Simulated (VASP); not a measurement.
Consider the following.

```xyz
4
Lattice="4.3880 0.0000 0.0000 -2.1940 3.8001 0.0000 0.0000 0.0000 7.1902" Properties=species:S:1:pos:R:3 pbc="T T T"
Cd     2.1940     1.2667     3.4010
Cd     0.0000     0.0000     0.1777
Te     0.0000     0.0000     4.5337
S      2.1940     1.2667     0.8609
```

Method: r2SCAN meta-GGA, VASP's PBE PAW potentials (set 64) (plane waves; VASP). Run with 400 eV cut-off, 7×7×4 Γ-centred mesh, tetrahedra with Blöchl corrections, potentials Cd Te S.

Unless said otherwise, spin-orbit coupling is left out, though it shifts the bands of the heavy elements here.

Tabulate the total density of states (states/eV per cell) against energy (eV; zero at the valence-band maximum or, without a gap, the Fermi level).

```
E (eV) | DOS (states/eV)
    -9.98 |  0.00
    -9.77 |  0.00
    -9.55 |  0.00
    -9.33 |  0.00
    -9.00 |  0.00
    -8.78 | ######### 8.97
    -8.56 | ############################## 29.0
    -8.35 | ####################### 22.6
    -8.13 | ######### 8.56
    -7.91 | ##### 5.23
    -7.58 |  0.00
    -7.36 |  0.00
    -7.15 |  0.00
    -6.93 |  0.00
    -6.71 |  0.00
    -6.49 |  0.00
    -6.27 |  0.00
    -5.94 |  0.00
    -5.73 |  0.00
    -5.51 |  0.00
    -5.29 |  0.00
    -5.07 |  0.00
    -4.85 |  0.01
    -4.53 | ##### 5.24
    -4.31 | ### 2.85
    -4.09 | ### 2.93
    -3.87 | ## 1.76
    -3.65 | # 1.19
    -3.43 | # 1.31
    -3.22 | ## 1.83
    -2.89 | ## 2.23
    -2.67 | #### 3.82
    -2.45 | #### 4.25
    -2.23 | ### 3.26
    -2.01 | ### 2.50
    -1.80 | ### 3.22
    -1.58 | ##### 4.70
    -1.25 | ### 3.03
    -1.03 | ### 2.53
    -0.81 | ## 1.54
    -0.60 | # 1.11
    -0.38 | # 0.76
    -0.16 | # 0.58
     0.17 |  0.00
     0.39 |  0.00
     0.61 |  0.00
     0.82 |  0.02
     1.04 |  0.04
     1.26 |  0.09
     1.48 |  0.17
     1.81 |  0.33
     2.02 |  0.45
     2.24 | # 0.60
     2.46 | # 1.32
     2.68 | ## 2.15
     2.90 | ## 1.95
     3.23 | ## 2.20
     3.44 | #### 3.43
     3.66 | ### 3.35
     3.88 | # 0.92
```
Within 2 eV below the valence-band maximum the largest weight inside VASP's projection spheres is Te p, then S p.

The structure comes from a computed database's Cd2TeS entry (P3m1); how it stands against other phases isn't given here. It was relaxed first.
